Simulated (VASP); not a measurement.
# Lattice of Ga2O3 across functionals and dispersion corrections, part 4 of 4

Which functional gives the lattice of Ga2O3 as experiment finds it, and is a dearer one worth its cost? LASPH is on for some levels and off for others; the table marks which. The start is a cell from a database of measured crystal structures.

VASP 6.6.1, plane waves and PAW; the level of theory is named at each step.

So far. Step 7 (Relaxation with revPBE + D3(BJ)): It ends at 10.81 Å³/atom, +3.5 % from the start, with -0.03 GPa left. The conventional cell has a = 12.368, b = 3.070 and c = 5.856 Å. Step 8 (Relaxation with vdW-DF-cx): It ends at 10.60 Å³/atom, +1.5 % from the start, with 0.04 GPa left. The conventional cell has a = 12.279, b = 3.053 and c = 5.823 Å.

## (9) Relaxation with PBE + D4

This step: PBE with D4; plane waves and PAW (Ga_d, O) (VASP 6.6.1).

D4 lets the coefficients depend on atomic charges too.

INCAR reads:

```
SYSTEM = Ga2O3
PREC = Accurate
ENCUT = 560
EDIFF = 1E-06
NELM = 100
ISMEAR = -1
SIGMA = 0.05
LREAL = .FALSE.
ALGO = Normal
GGA = PE
IVDW = 13
NBANDS = 54
LORBIT = 11
LWAVE = .FALSE.
LCHARG = .FALSE.
KPAR = 8
IBRION = 2
NSW = 60
ISIF = 3
EDIFFG = -0.01
```

POSCAR reads:

```
Ga2O3
1.0
    0.0000000000      3.0371000000      0.0000000000
   -1.3859888959      0.0000000000      5.6300087380
    6.1070000000     -1.5185500000      0.0000000000
Ga O
4 6
Direct
    0.0905000000      0.7946000000      0.1810000000
    0.9095000000      0.2054000000      0.8190000000
    0.6586600000      0.3140200000      0.3173200000
    0.3413400000      0.6859800000      0.6826800000
    0.1645000000      0.1098000000      0.3290000000
    0.8355000000      0.8902000000      0.6710000000
    0.1733000000      0.5632000000      0.3466000000
    0.8267000000      0.4368000000      0.6534000000
    0.4959000000      0.2566000000      0.9918000000
    0.5041000000      0.7434000000      0.0082000000
```

KPOINTS reads:

```
Automatic mesh
0
Gamma
7 4 7
0 0 0
```

PAW data sets: Ga_d and O (PBE family, release 64).

Command:

```console
$ mpirun -np 8 vasp_std
```

Output:

```text
[... set-up lines as in an earlier step ...]
 entering main loop
       N       E                     dE             d eps       ncg     rms          rms(c)
[... 16 cycles as in an earlier step ...]
   1 F= -.62644629E+02 E0= -.62644629E+02  d E =-.626446E+02
[... from here on, the cycles between the ionic steps are left out ...]
   2 F= -.62651791E+02 E0= -.62651791E+02  d E =-.716163E-02
   3 F= -.62691153E+02 E0= -.62691153E+02  d E =-.465235E-01
   4 F= -.62691144E+02 E0= -.62691144E+02  d E =-.465151E-01
   5 F= -.62691886E+02 E0= -.62691886E+02  d E =-.741636E-03
   6 F= -.62691930E+02 E0= -.62691930E+02  d E =-.785688E-03
   7 F= -.62692349E+02 E0= -.62692349E+02  d E =-.418674E-03
   8 F= -.62692434E+02 E0= -.62692434E+02  d E =-.504247E-03
   9 F= -.62692783E+02 E0= -.62692783E+02  d E =-.348353E-03
  10 F= -.62692905E+02 E0= -.62692905E+02  d E =-.470548E-03
  11 F= -.62692924E+02 E0= -.62692924E+02  d E =-.490142E-03
  12 F= -.62692957E+02 E0= -.62692957E+02  d E =-.522730E-03
  13 F= -.62693156E+02 E0= -.62693156E+02  d E =-.199398E-03
  14 F= -.62693170E+02 E0= -.62693170E+02  d E =-.212927E-03
  15 F= -.62693161E+02 E0= -.62693161E+02  d E =-.203873E-03
  16 F= -.62693172E+02 E0= -.62693172E+02  d E =-.215289E-03
  17 F= -.62693260E+02 E0= -.62693260E+02  d E =-.874248E-04
  18 F= -.62693260E+02 E0= -.62693260E+02  d E =-.874730E-04
  19 F= -.62693298E+02 E0= -.62693298E+02  d E =-.385321E-04
  20 F= -.62693304E+02 E0= -.62693304E+02  d E =-.438058E-04
[...]
reached required accuracy - stopping structural energy minimisation
```

Elapsed: 5.8 min, on 8 MPI ranks of AMD EPYC 9R45, shared host; peak memory 3.5 GiB; 44 min of CPU time.

From OUTCAR (step 9):

```text
  Edisp (eV):   -3.07835

  Total      -0.05765    -0.00095    -0.05992     0.00000     0.00000    -0.00739
  in kB      -0.86339    -0.01419    -0.89745     0.00000     0.00000    -0.11063
  external pressure =       -0.59 kB  Pullay stress =        0.00 kB

 POSITION                                       TOTAL-FORCE (eV/Angst)
 -----------------------------------------------------------------------------------
      0.01208      0.00000      4.51156         0.003042      0.000000      0.004291
      4.75811      1.53104      1.16887        -0.003042     -0.000000     -0.004291
      1.52209      1.53104      1.78066         0.000187      0.000000     -0.004564
      3.24811      0.00000      3.89977        -0.000187      0.000000      0.004564
      1.89894     -0.00000      0.61924        -0.001300      0.000000      0.000410
      2.87126      1.53104      5.06118         0.001300     -0.000000     -0.000410
      1.34887     -0.00000      3.19148         0.001607      0.000000     -0.005959
      3.42132      1.53104      2.48895        -0.001607      0.000000      0.005959
      5.75768      0.00000      1.45674         0.004888      0.000000     -0.000858
     -0.98748      1.53104      4.22368        -0.004888     -0.000000      0.000858
 -----------------------------------------------------------------------------------
    total drift:                               -0.000000      0.000000      0.000000

  FREE ENERGIE OF THE ION-ELECTRON SYSTEM (eV)
  ---------------------------------------------------
  free  energy   TOTEN  =       -62.6933035176 eV

  energy  without entropy=      -62.6933035175  energy(sigma->0) =      -62.69330352

[... 2 parts as in an earlier step ...]

[... 2 further parts left out ...]
[key lines of the parts left out:]
E-fermi :   4.7849
```

It ends at 10.70 Å³/atom, +2.4 % from the start, with -0.06 GPa left. The conventional cell has a = 12.317, b = 3.062 and c = 5.838 Å. Against plain PBE, the dispersion term moves a by -1.2 %, b by -0.8 % and c by -0.8 %.

## (10) The cells as a table

This step: relaxed cells at several levels; plane waves and PAW (VASP 6.6.1).

This step runs nothing: it gathers the runs above.

Lengths are those of the conventional cell; cost is the wall time of each run, as given at its step, times its ranks, without the set-up around it; LASPH differs between rows, which moves results and costs too. Results by level, by row:

| level | volume (Å³/atom) | change from the start (%) | a (Å) | b (Å) | c (Å) | cost (core minutes) | LASPH |
| --- | --- | --- | --- | --- | --- | --- | --- |
| LDA | 10.28 | -1.6 | 12.15 | 3.022 | 5.762 | 30.5 | off |
| PBE | 10.99 | 5.3 | 12.46 | 3.087 | 5.883 | 48.7 | off |
| r2SCAN | 10.58 | 1.3 | 12.28 | 3.047 | 5.823 | 96.4 | on |
| PBE + D3(BJ) | 10.8 | 3.4 | 12.37 | 3.07 | 5.852 | 27.5 | off |
| r2SCAN + rVV10 | 10.49 | 0.5 | 12.23 | 3.04 | 5.81 | 169 | on |
| revPBE + D3(BJ) | 10.81 | 3.5 | 12.37 | 3.07 | 5.856 | 48.8 | off |
| vdW-DF-cx | 10.6 | 1.5 | 12.28 | 3.053 | 5.823 | 105 | on |
| PBE + D4 | 10.7 | 2.4 | 12.32 | 3.062 | 5.838 | 46.3 | off |

## (11) Summary of results

```json
{
 "volume, LDA": "10.28 Å³/atom",
 "volume, PBE": "10.99 Å³/atom",
 "volume, r2SCAN": "10.58 Å³/atom",
 "volume, PBE + D3(BJ)": "10.80 Å³/atom",
 "volume, r2SCAN + rVV10": "10.49 Å³/atom",
 "volume, revPBE + D3(BJ)": "10.81 Å³/atom",
 "volume, vdW-DF-cx": "10.60 Å³/atom",
 "volume, PBE + D4": "10.70 Å³/atom"
}
```

**Reading.** For Ga2O3 the levels give volumes between 10.28 Å³/atom (LDA) and 10.99 Å³/atom (PBE), a spread of 7.0 %, while the cost of the finished runs spans a factor of 6.1. Within 1 % of experiment on every length: LDA, r2SCAN, r2SCAN + rVV10, vdW-DF-cx and PBE + D4. The nearest, r2SCAN + rVV10, took 5.5 times the core time of LDA and lowers the largest miss from 0.63 to 0.20 %. Thermal and zero-point expansion, often some tenths of a per cent in length, bear on this order: with the measured lengths lowered by an assumed 0.4 % the nearest becomes LDA. The costs hold the number of ionic steps as well as the price of the functional. The closing table has room for seven levels; PBE + D4 stands in the table of levels alone. Adding D3(BJ) to PBE changes the volume by -1.8 % (a by -0.7 %, b by -0.5 % and c by -0.5 %). Adding rVV10 to r2SCAN changes the volume by -0.9 % (a by -0.4 %, b by -0.2 % and c by -0.2 %). Adding D4 to PBE changes the volume by -2.7 % (a by -1.2 %, b by -0.8 % and c by -0.8 %). Within 0.02 Å all end in space group C2/m; the runs can't lower the symmetry of the start. LASPH is on for some levels and off for others, so differences between them are not the functional's alone. Each is a single relaxation on the plane waves of the start cell, so larger changes of volume carry a basis-set error that was not tested here.

Calculation against experiment:

| quantity | measured | LDA | PBE | r2SCAN | PBE + D3(BJ) | r2SCAN + rVV10 | revPBE + D3(BJ) | vdW-DF-cx |
| --- | --- | --- | --- | --- | --- | --- | --- | --- |
| lattice constant a (Å) | 12.214 | 12.154 (-0.5 %) | 12.462 (+2.0 %) | 12.283 (+0.6 %) | 12.371 (+1.3 %) | 12.231 (+0.1 %) | 12.368 (+1.3 %) | 12.279 (+0.5 %) |
| lattice constant b (Å) | 3.0371 | 3.022 (-0.5 %) | 3.087 (+1.6 %) | 3.047 (+0.3 %) | 3.070 (+1.1 %) | 3.040 (+0.1 %) | 3.070 (+1.1 %) | 3.053 (+0.5 %) |
| lattice constant c (Å) | 5.7981 | 5.762 (-0.6 %) | 5.883 (+1.5 %) | 5.823 (+0.4 %) | 5.852 (+0.9 %) | 5.810 (+0.2 %) | 5.856 (+1.0 %) | 5.823 (+0.4 %) |

Measured values from arxiv:1704.06711 (2017).

How well it matches: For the lattice constant a, of the levels listed nearest comes r2SCAN + rVV10 (+0.1 %, good agreement) and farthest PBE (+2.0 %, a clear miss). For the lattice constant b, of the levels listed nearest comes r2SCAN + rVV10 (+0.1 %, good agreement) and farthest PBE (+1.6 %, a clear miss). For the lattice constant c, of the levels listed nearest comes r2SCAN + rVV10 (+0.2 %, good agreement) and farthest PBE (+1.5 %, fair agreement). The grades are ours: good and fair within 0.7 and 1.5 % for the lattice constant a, 0.7 and 1.5 % for the lattice constant b and 0.8 and 2 % for the lattice constant c. Zero-point motion and thermal expansion are not in the computed lattice constants.

[Lines on the potential files, build, host, timing and source positions are cut from VASP's logs without a mark.]

[Logs are printed without paths, hosts, clocks, repeated set-up lines and the standing remarks that a program may print on its own settings, such as how far it seeks lower states.]

[Hosts, paths, dates, database ids (printed as entryN), source tags and the programs' standing remarks are cut or masked in the printed files.]

[A measured line is paired with the nearest computed mode of its activity, which favours agreement.]
